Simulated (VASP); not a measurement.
All values below come from HSE06 screened hybrid, VASP's PBE PAW potentials (set 64) (plane waves; VASP 6.6.1).

VASP input:

### KPOINTS
```
Automatic mesh
0
Gamma
1 1 1
0 0 0
```

### INCAR
```
SYSTEM=Ga31As32
PREC=Normal; ENCUT=400; LREAL=Auto
LASPH=T; ISYM=0; NELECT=254.0
EDIFF=1E-5; NELM=50; NELMIN=4
ALGO=Normal; LMAXMIX=4
ISMEAR=0; SIGMA=0.05
GGA=PE; LHFCALC=T; AEXX=0.25
HFSCREEN=0.2; PRECFOCK=Fast
ISIF=0
LWAVE=F; LCHARG=F
```

**POSCAR**
```
Ga31As32
1
   11.5222104216     0.0000000000     0.0000000000
    0.0000000000    11.5222104216     0.0000000000
    0.0000000000     0.0000000000    11.5222104216
Ga As
31 32
Direct
  0.5001962002   0.0005421230   0.0002113013
  0.7491120568   0.2507094069   0.9995360002
  0.7491588069   0.9990653209   0.2512195519
  0.0000971824   0.9998779686   0.0000230367
  0.2512639105   0.2509509072   0.0010829090
  0.5000733967   0.5000359159   0.0003571423
  0.7489449444   0.7488549147   0.0009424178
  0.2513372319   0.0012482685   0.2513580006
  0.5058366864   0.2546418045   0.2546667546
  0.7453920222   0.4939779970   0.2546880496
  0.5000581322   0.0002046666   0.5001298572
  0.7453543646   0.2547648675   0.4941350060
  0.7488602093   0.0009994707   0.7488676778
  0.9999949381   0.4996559435   0.0003374043
  0.2510686449   0.7490928273   0.9994194059
  0.0010331898   0.2508790312   0.2511209989
  0.2540720794   0.5051797724   0.2540317690
  0.4947757570   0.7459151937   0.2540659944
  0.9999317703   0.0003384720   0.4999987038
  0.2543461390   0.2543997432   0.5054817044
  0.7461106513   0.7459804704   0.5053190938
  0.2511779410   0.9991294214   0.7490080362
  0.4945343837   0.2545060645   0.7456551946
  0.7461112351   0.5050698375   0.7461412575
  0.9991319155   0.7490450440   0.2512924756
  0.0000886006   0.5000854730   0.5000918010
  0.2540617616   0.7459871516   0.4946958749
  0.9993269429   0.2508813300   0.7489794165
  0.2542889107   0.4943094914   0.7459443891
  0.5053983130   0.7459416545   0.7462999000
  0.0008656326   0.7489696247   0.7488919530
  0.6252786727   0.1250917083   0.1254187960
  0.8749925319   0.3747341651   0.1252800539
  0.8749146840   0.1252199275   0.3748383222
  0.1253375082   0.1253101687   0.1253360234
  0.3755750990   0.3753757648   0.1269529116
  0.6247218696   0.6245165658   0.1269742416
  0.8747255163   0.8747640532   0.1253590150
  0.3756545948   0.1271255873   0.3756527031
  0.6135783167   0.3863690080   0.3861579564
  0.8732711069   0.6244780445   0.3753998724
  0.6245703225   0.1270721883   0.6244639877
  0.8733831219   0.3753348226   0.6245491878
  0.8747561946   0.1252741334   0.8747883426
  0.1248818562   0.6253313516   0.1251280756
  0.3748656660   0.8753787305   0.1250648015
  0.1267581876   0.3754777507   0.3755063085
  0.3844281137   0.6155415588   0.3845415644
  0.6245563405   0.8734492121   0.3754988468
  0.1251486045   0.1250276800   0.6252296925
  0.3852941906   0.3857884641   0.6145727378
  0.6156174119   0.6157429258   0.6156892661
  0.8750992968   0.8752941339   0.6252608710
  0.3748061897   0.1251545479   0.8750169270
  0.6246395486   0.3753002104   0.8736622888
  0.8751527275   0.6252439334   0.8751761806
  0.1249104443   0.8753619485   0.3748786421
  0.1267303532   0.6246411126   0.6247256538
  0.3754890223   0.8734071392   0.6246646063
  0.1249982832   0.3747540438   0.8752809273
  0.3752901798   0.6246157575   0.8736634969
  0.6252075510   0.8753433939   0.8752851966
  0.1253155424   0.8747707893   0.8747404249
```

POTCAR, in this order: Ga As (PBE.64 set). Program: vasp_gam. Read from the step before: WAVECAR.

Output

OSZICAR:
```
       N       E                     dE             d eps       ncg     rms          rms(c)
DAV:   1    -0.302497210443E+03   -0.30250E+03   -0.21841E+01   318   0.126E+01    0.136E+01
DAV:   2    -0.302630957664E+03   -0.13375E+00   -0.57650E-01   349   0.117E+00    0.901E+00
DAV:   3    -0.302575938950E+03    0.55019E-01   -0.48351E-02   357   0.417E-01    0.531E+00
DAV:   4    -0.302554496455E+03    0.21442E-01   -0.37050E-02   349   0.333E-01    0.300E+00
DAV:   5    -0.302551599378E+03    0.28971E-02   -0.30619E-02   365   0.201E-01    0.169E+00
DAV:   6    -0.302552395959E+03   -0.79658E-03   -0.12322E-02   357   0.119E-01    0.978E-01
DAV:   7    -0.302552154268E+03    0.24169E-03   -0.56572E-03   341   0.116E-01    0.560E-01
DAV:   8    -0.302551901858E+03    0.25241E-03   -0.62464E-03   349   0.111E-01    0.321E-01
DAV:   9    -0.302552152369E+03   -0.25051E-03   -0.74975E-03   357   0.952E-02    0.212E-01
DAV:  10    -0.302553692093E+03   -0.15397E-02   -0.13226E-02   365   0.775E-02    0.199E-01
DAV:  11    -0.302558949705E+03   -0.52576E-02   -0.22433E-02   341   0.723E-02    0.269E-01
DAV:  12    -0.302569380452E+03   -0.10431E-01   -0.27521E-02   365   0.973E-02    0.348E-01
DAV:  13    -0.302576366823E+03   -0.69864E-02   -0.23797E-02   341   0.137E-01    0.345E-01
DAV:  14    -0.302575487981E+03    0.87884E-03   -0.13339E-02   357   0.162E-01    0.270E-01
DAV:  15    -0.302573679253E+03    0.18087E-02   -0.72802E-03   365   0.145E-01    0.166E-01
DAV:  16    -0.302573493412E+03    0.18584E-03   -0.42687E-03   357   0.802E-02    0.124E-01
DAV:  17    -0.302573729770E+03   -0.23636E-03   -0.27402E-03   349   0.443E-02    0.101E-01
DAV:  18    -0.302573698884E+03    0.30886E-04   -0.22912E-03   333   0.680E-02    0.797E-02
DAV:  19    -0.302573681017E+03    0.17867E-04   -0.16233E-03   357   0.620E-02    0.484E-02
DAV:  20    -0.302573717950E+03   -0.36933E-04   -0.48695E-04   349   0.308E-02    0.381E-02
DAV:  21    -0.302573714392E+03    0.35578E-05   -0.13590E-04   268   0.136E-02    0.271E-02
DAV:  22    -0.302573705636E+03    0.87565E-05   -0.13606E-04   324   0.183E-02    0.191E-02
DAV:  23    -0.302573710255E+03   -0.46198E-05   -0.94822E-05   332   0.146E-02
   1 F= -.30257371E+03 E0= -.30257065E+03  d E =-.612568E-02
```

File OUTCAR:
```
------------------------ aborting loop because EDIFF is reached ----------------------------------------
  volume of cell :     1529.70
      direct lattice vectors                 reciprocal lattice vectors
    11.522210422  0.000000000  0.000000000     0.086788903  0.000000000  0.000000000
     0.000000000 11.522210422  0.000000000     0.000000000  0.086788903  0.000000000
     0.000000000  0.000000000 11.522210422     0.000000000  0.000000000  0.086788903
  FREE ENERGIE OF THE ION-ELECTRON SYSTEM (eV)
  ---------------------------------------------------
  free  energy   TOTEN  =      -302.5737102553 eV

  energy  without entropy=     -302.5675845736  energy(sigma->0) =     -302.57064741

  exchange ACFDT corr.  =         0.00000000  see jH, gK, PRB 81, 115126
```
(Selected blocks of OUTCAR.)

File OUTCAR:
```
 val. band max:        1.9899661337   @ k =   0.0000   0.0000   0.0000

 cond. band min:       2.1461246671   @ k =   0.0000   0.0000   0.0000


 Fermi energy:         2.0708987816

 k-point     1 :       0.0000    0.0000    0.0000
  band No.  band energies     occupation
      1     -11.7075      2.00000
      2     -10.8581      2.00000
      3     -10.8318      2.00000
      4     -10.8219      2.00000
      5     -10.8168      2.00000
      6     -10.8101      2.00000
      7     -10.7179      2.00000
      8     -10.2002      2.00000
      9     -10.1880      2.00000
     10     -10.1857      2.00000
     11     -10.1842      2.00000
     12     -10.1775      2.00000
     13     -10.1646      2.00000
     14     -10.1571      2.00000
     15     -10.1544      2.00000
     16     -10.1433      2.00000
     17     -10.1386      2.00000
     18     -10.1361      2.00000
     19     -10.1287      2.00000
     20      -9.9035      2.00000
     21      -9.8992      2.00000
     22      -9.8854      2.00000
     23      -9.4918      2.00000
     24      -9.3844      2.00000
     25      -9.3837      2.00000
     26      -9.3565      2.00000
     27      -9.2933      2.00000
     28      -9.2815      2.00000
     29      -9.2788      2.00000
     30      -9.0360      2.00000
     31      -9.0167      2.00000
     32      -8.9946      2.00000
     33      -5.3734      2.00000
     34      -5.3384      2.00000
     35      -5.3358      2.00000
     36      -5.1179      2.00000
     37      -5.1138      2.00000
     38      -5.1104      2.00000
     39      -5.1060      2.00000
     40      -5.0936      2.00000
     41      -5.0747      2.00000
     42      -5.0681      2.00000
     43      -5.0653      2.00000
     44      -5.0632      2.00000
     45      -4.7176      2.00000
     46      -4.1363      2.00000
     47      -4.1172      2.00000
     48      -4.0943      2.00000
     49      -4.0906      2.00000
     50      -4.0881      2.00000
     51      -4.0737      2.00000
...
```

The cell is charged, with a uniform compensating background. The supercell is sampled at Γ alone, which is coarse: total energies, pressure and levels can be off, energies of defects by several tenths of an eV.

The cell is a supercell with a defect, built from GaAs (zinc blende): vac_Ga, charge -1. The cell's shape comes from a PBE relaxation. The run is not spin-polarised, so no state with unpaired spins was tried.
